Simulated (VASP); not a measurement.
BaTe (rock salt), at 0.96 of the tabulated volume:

```
BaTe
1.0
    0.00000     3.45270     3.45270
    3.45270     0.00000     3.45270
    3.45270     3.45270     0.00000
Ba Te
1 1
Cartesian
  0.00000   0.00000   0.00000
  3.45270   3.45270   3.45270
```

The lowest empty band near X, direction across the valley's axis, from PBE with spin-orbit coupling in VASP (PAW); its two spin partners are averaged. The gap over the points computed is 1.14 eV, and the next band on that side lies 3.07 eV away at the edge.

Run with 400 eV cut-off, 8×8×8 Γ-centred mesh, Gaussian smearing of 0.050 eV, potentials Ba_sv Te.

| distance from the edge in k (1/Å) | distance in energy (meV) |
|---|---|
| 0.018 | 5.0 |
| 0.025 | 9.7 |
| 0.035 | 19.0 |
| 0.050 | 38.6 |
| 0.070 | 74.8 |

Q: Fit E(1 + αE) = ħ²k²/2m* (ħ²/2m0 = 3.810 eV Å²) and predict the row at 0.095 1/Å.

A: Least squares on the energies gives the electron mass m* = 0.244 m0 and α = 0.30 per eV, and so 135.4 meV. The run gave 135.2 meV, -0.2 meV from the fit.

Left out are points under 3 meV from the edge, since the levels carry 0.1 meV, and points farther than half the way to the next band.

The compound is BaTe in the rock salt structure. The cell was not relaxed at this level.
